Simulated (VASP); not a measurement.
Ge2Sb2Te5:

```xyz
9
Lattice="6.8391 -3.0660 0.0000 6.8391 3.0660 0.0000 -6.8310 0.0000 6.8476" Properties=species:S:1:pos:R:3 pbc="T T T"
Te    5.4948    0.0000    2.6461
Te    9.5385    0.0000    1.3429
Te    0.0699    0.0000    0.0441
Te   -2.7069    0.0000    5.5452
Te    1.3918    0.0000    4.0888
Sb    8.3181    0.0000    4.0255
Sb   -1.3207    0.0000    2.8579
Ge    2.6055    0.0000    1.2862
Ge    6.7274    0.0000    0.0756
```

The cell comes from a database or a generator and needn't be the stable form of this composition.

Base run:

* Program: VASP 6.6.1
* Functional: PBE
* Potentials or basis: VASP PAW PBE potentials, release 64 (Te, Sb, Ge_d)
* Cutoff: 520 eV
* k mesh: 4 × 4 × 3
* Occupations: gaussian, width 0.02 eV
* Spin: no spin polarisation

Its results: band gap on the k mesh 0.06 eV, direct.

Q: The run is repeated on the same cell with these changes: k mesh from 4 × 4 × 3 to 3 × 3 × 3; further incar settings from ALGO = Fast; EDIFF = 1e-06 to ALGO = Normal; EDIFF = 1e-08. What comes out?

A: Band gap on the k mesh 0.92 eV, indirect (least direct gap 0.99 eV).

Caveats: spin-orbit coupling is left out, which moves the levels of the heavy elements; an odd mesh through Γ misses points on the zone boundary, where band edges often lie.
